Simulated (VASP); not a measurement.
Input of a VASP 6.6.1 run:

INCAR

```
ALGO = Normal ; EDIFF = 1E-6
EDIFFG = -0.01 ; ENCUT = 600
IBRION = 2 ; ISIF = 3
ISMEAR = -1 ; LASPH = True
LCHARG = False ; LREAL = False
LWAVE = False ; NELM = 100
NSW = 80 ; PREC = Accurate
PSTRESS = 200.0 ; SIGMA = 0.1
```

Contents of KPOINTS:

```
k-points
0
Gamma
  8 8 4
```

Contents of POSCAR:

```
LiCuOF
1.0
    2.7944980000      0.0000000000      0.0000000000
    0.0000000000      2.7944980000      0.0000000000
    0.0000000000      0.0000000000      4.9883930000
Li Cu O F
1 1 1 1
Direct
    0.5000000000      0.5000000000      0.5000000000
    0.0000000000      0.0000000000      0.0000000000
    0.5000000000      0.5000000000      0.0000000000
    0.0000000000      0.0000000000      0.5000000000
```

Potentials or basis: VASP PAW LDA potentials, release 64 (Li_sv, Cu, O, F).

Command:

```sh
$ cat potpaw_LDA.64/Li_sv/POTCAR potpaw_LDA.64/Cu/POTCAR potpaw_LDA.64/O/POTCAR potpaw_LDA.64/F/POTCAR > POTCAR
$ mpirun -np 1 vasp_std > vasp.out
```

(1) What does it give for the space group after relaxing (to 0.05 Å)?

(2) Estimate the relaxed volume.

(3) What does it give for the band gap on the k mesh?

(4) Predict the relaxed cell.

## Answers

(1) P4/mmm (No. 123).

(2) 7.64 Å³/atom.

(3) none (metal or under the smearing width).

(4) a = 2.697 Å, b = 2.697 Å, c = 4.205 Å, α = 90.00°, β = 90.00°, γ = 90.00°.

Caveat: the cutoff is under 1.25 times the usual one of these potentials, so pressure, stress and relaxed cells hold a basis-set (Pulay) error; the cell is relaxed towards a set pressure, so the enthalpy falls and the energy may rise; the volume moved by over 15 % at a fixed basis, so the end points are rough; an odd number of electrons without spin polarisation forces a metal; a magnetic or distorted state may lie lower; the run has no spin polarisation, though such a crystal can be magnetic; semilocal functionals often make such compounds metallic where correlation or magnetic order opens a gap, which also shifts bond lengths.
